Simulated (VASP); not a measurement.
All values below come from rev-vdW-DF2, VASP's PBE PAW potentials (set 64) (plane waves; VASP 6.6.1).

VASP ran on this input.

File POSCAR:
```
Ta
2.8297040
 -0.5773501798   0.5773501798   0.5773501798
  0.5773501798  -0.5773501798   0.5773501798
  0.5773501798   0.5773501798  -0.5773501798
Ta
1
Cartesian
  0.0000000000   0.0000000000   0.0000000000
```

File KPOINTS:
```
K-points
0
gamma
15 15 15
```

INCAR:
```
# general
SYSTEM  =Ta
PREC    =Accurate
ENCUT   =520
LREAL   =F
LASPH   =T

# electronic loop
EDIFF   =1E-7
NELM    =100
ALGO    =Normal
LMAXMIX =6

# smearing
ISMEAR  =1
SIGMA   =0.1

# functional
GGA     =MK
LUSE_VDW=T
AGGAC   =0.0
PARAM1  =0.1234568
PARAM2  =0.7114
ZAB_VDW =-1.8867

# ions
ISIF    =2

# output
LWAVE   =F
LCHARG  =F
```

POTCAR, in this order: Ta_pv (PBE.64 set). Program: vasp_std.

Output of the run:

OUTCAR:
```
 ion  position               nearest neighbor table
   1  0.000  0.000  0.000-
  LATTYP: Found a body centered cubic cell.
 ALAT       =     3.2674602262
 Subroutine PRICEL returns:
 Original cell was already a primitive cell.
 Subroutine GETGRP returns: Found 48 space group operations
The static configuration has the point symmetry O_h .
The dynamic configuration has the point symmetry O_h .
 Subroutine INISYM returns: Found 48 space group operations
 Subroutine IBZKPT returns following result:
 Found    120 irreducible k-points:

 Following reciprocal coordinates:
            Coordinates               Weight
  0.000000  0.000000  0.000000      1.000000
  0.066667  0.000000  0.000000     12.000000
  0.133333  0.000000  0.000000     12.000000
  0.200000  0.000000  0.000000     12.000000
  0.266667  0.000000  0.000000     12.000000
  0.333333  0.000000  0.000000     12.000000
  0.400000  0.000000  0.000000     12.000000
  0.466667  0.000000  0.000000     12.000000
  0.066667  0.066667  0.000000     24.000000
  0.133333  0.066667  0.000000     48.000000
  0.200000  0.066667  0.000000     48.000000
  0.266667  0.066667  0.000000     48.000000
  0.333333  0.066667 -0.000000     48.000000
  0.400000  0.066667  0.000000     48.000000
  0.466667  0.066667  0.000000     24.000000
  0.133333  0.133333  0.000000     24.000000
  0.200000  0.133333  0.000000     48.000000
  0.266667  0.133333  0.000000     48.000000
  0.333333  0.133333  0.000000     48.000000
  0.400000  0.133333 -0.000000     48.000000
  0.200000  0.200000  0.000000     24.000000
  0.266667  0.200000  0.000000     48.000000
  0.333333  0.200000  0.000000     48.000000
  0.400000  0.200000  0.000000     24.000000
  0.266667  0.266667  0.000000     24.000000
  0.333333  0.266667  0.000000     48.000000
  0.333333  0.333333  0.000000      8.000000
  0.066667  0.066667  0.066667      8.000000
  0.133333  0.066667  0.066667     24.000000
  0.200000  0.066667  0.066667     24.000000
  0.266667  0.066667  0.066667     24.000000
  0.333333  0.066667  0.066667     24.000000
  0.400000  0.066667  0.066667     24.000000
 -0.066667  0.066667  0.066667      6.000000
  0.133333  0.133333  0.066667     24.000000
  0.200000  0.133333  0.066667     48.000000
  0.266667  0.133333  0.066667     48.000000
  0.333333  0.133333  0.066667     48.000000
  0.400000  0.133333  0.066667     24.000000
 -0.133333  0.133333  0.066667     24.000000
   k-points           NKPTS =    120   k-points in BZ     NKDIM =    120   number of bands    NBANDS=      9
   number of dos      NEDOS =    301   number of ions     NIONS =      1
   total plane-waves  NPLWV =  13824
   dimension x,y,z NGX =    24 NGY =   24 NGZ =   24
   dimension x,y,z NGXF=    48 NGYF=   48 NGZF=   48
   ions per type =               1
   PREC   = accura    normal or accurate (medium, high low for compatibility)
   ISTART =      0    job   : 0-new  1-cont  2-samecut
   ICHARG =      2    charge: 1-file 2-atom 10-const
   ISPIN  =      1    spin polarized calculation?
   LNONCOLLINEAR =      F non collinear calculations
   LSORBIT =      F    spin-orbit coupling
   INIWAV =      1    electr: 0-lowe 1-rand  2-diag
   ENCUT  =  520.0 eV  38.22 Ry    6.18 a.u.   5.26  5.26  5.26*2*pi/ulx,y,z
   NELM   =    100;   NELMIN=  2; NELMDL= -5     # of ELM steps
   EDIFF  = 0.1E-06   stopping-criterion for ELM
   LREAL  =      F    real-space projection
   NLSPLINE    = F    spline interpolate recip. space projectors
   LMAXMIX     =    6 max onsite mixed and CHGCAR
   VOSKOWN=      0    Vosko Wilk Nusair interpolation
...
```

OSZICAR:
```
       N       E                     dE             d eps       ncg     rms          rms(c)
DAV:   1     0.493353957264E+02    0.49335E+02   -0.66819E+03  2160   0.118E+03
DAV:   2    -0.927144654820E+01   -0.58607E+02   -0.57682E+02  2719   0.248E+02
DAV:   3    -0.996519088999E+01   -0.69374E+00   -0.67571E+00  2429   0.271E+01
DAV:   4    -0.996942471273E+01   -0.42338E-02   -0.42294E-02  2442   0.186E+00
DAV:   5    -0.996945295234E+01   -0.28240E-04   -0.28238E-04  2387   0.130E-01    0.143E+01
DAV:   6    -0.964594228272E+01    0.32351E+00   -0.34846E-01  2243   0.724E+00    0.704E+00
DAV:   7    -0.954709879157E+01    0.98843E-01   -0.28673E-01  2258   0.626E+00    0.390E-01
DAV:   8    -0.954585650793E+01    0.12423E-02   -0.33190E-03  2357   0.769E-01    0.488E-02
DAV:   9    -0.954585284014E+01    0.36678E-05   -0.42600E-05  2290   0.848E-02    0.326E-02
DAV:  10    -0.954585004592E+01    0.27942E-05   -0.71123E-06  2391   0.382E-02    0.374E-03
DAV:  11    -0.954585000552E+01    0.40399E-07   -0.17075E-07  1973   0.604E-03
   1 F= -.95458500E+01 E0= -.95459015E+01  d E =0.154484E-03
```

### OUTCAR
```
------------------------ aborting loop because EDIFF is reached ----------------------------------------
  FORCE on cell =-STRESS in cart. coord.  units (eV):
  Direction    XX          YY          ZZ          XY          YZ          ZX
  --------------------------------------------------------------------------------------
  Total        0.6588678      0.6588678      0.6588678      0.0000000     -0.0000000      0.0000000
  in kB       60.5212531     60.5212531     60.5212531      0.0000000     -0.0000000      0.0000000
  external PRESSURE =      60.5212531 kB  Pullay stress =       0.0000000 kB
  volume of cell :       17.44
      direct lattice vectors                 reciprocal lattice vectors
    -1.633730113  1.633730113  1.633730113     0.000000000  0.306048102  0.306048102
     1.633730113 -1.633730113  1.633730113     0.306048102  0.000000000  0.306048102
     1.633730113  1.633730113 -1.633730113     0.306048102  0.306048102  0.000000000
 POSITION                                       TOTAL-FORCE (eV/Angst)
 -----------------------------------------------------------------------------------
      0.00000      0.00000      0.00000         0.000000      0.000000      0.000000
 -----------------------------------------------------------------------------------
    total drift:                                0.000000      0.000000     -0.000000
  FREE ENERGIE OF THE ION-ELECTRON SYSTEM (eV)
  ---------------------------------------------------
  free  energy   TOTEN  =        -9.5458500055 eV

  energy  without entropy=       -9.5460044891  energy(sigma->0) =       -9.54590150
```
(Selected blocks of OUTCAR.)

The compound is Ta in the bcc structure. This cell is one point of a volume scan, at 0.97 of the reference volume.
